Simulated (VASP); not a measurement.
Input:

```yaml
crystal:
  lattice:
    - [3.86079, 0.00000, 0.00000]
    - [-1.93040, 3.34354, 0.00000]
    - [0.00000, 0.00000, 5.38100]
  atoms:
    - { symbol: Ga, position: [0.00000, 0.00000, 0.00000] }
    - { symbol: Ga, position: [0.00000, 0.00000, 0.50000] }
    - { symbol: As, position: [0.33333, 0.66667, 0.25000] }
    - { symbol: As, position: [0.66667, 0.33333, 0.75000] }
```

Calculation: PBE GGA, VASP's PBE PAW potentials (set 64) (plane waves; VASP). Run with 300 eV cut-off, 7×7×5 Γ-centred mesh, Fermi-Dirac smearing of 0.10 eV, potentials Ga_d As.

Give the energies of bands 13 to 21 at the high-symmetry points, in eV from the Fermi level.

| band | Γ | M | K | A | L | H |
|---|---|---|---|---|---|---|
| 13 | -7.64 | -7.71 | -9.35 | -3.78 | -8.28 | -8.11 |
| 14 | -1.67 | -5.58 | -4.90 | -3.78 | -8.28 | -8.11 |
| 15 | -1.67 | -4.48 | -3.74 | -1.12 | -2.82 | -5.86 |
| 16 | -1.13 | -4.33 | -3.74 | -1.12 | -2.82 | -5.86 |
| 17 | -0.97 | -4.17 | -3.35 | -1.12 | -2.23 | 0.50 |
| 18 | -0.97 | -0.07 | -3.35 | -1.12 | -2.23 | 0.50 |
| 19 | 0.59 | 0.49 | -3.23 | 0.59 | 1.07 | 2.43 |
| 20 | 1.36 | 1.39 | 4.12 | 0.59 | 1.07 | 2.43 |
| 21 | 4.37 | 2.09 | 6.39 | 3.19 | 3.76 | 3.48 |

It has no gap at this level: it comes out as a metal or semimetal.

The structure was generated: GaAs was put into an ordered model structure, which need not be its known phase. The cell was not relaxed at this level.
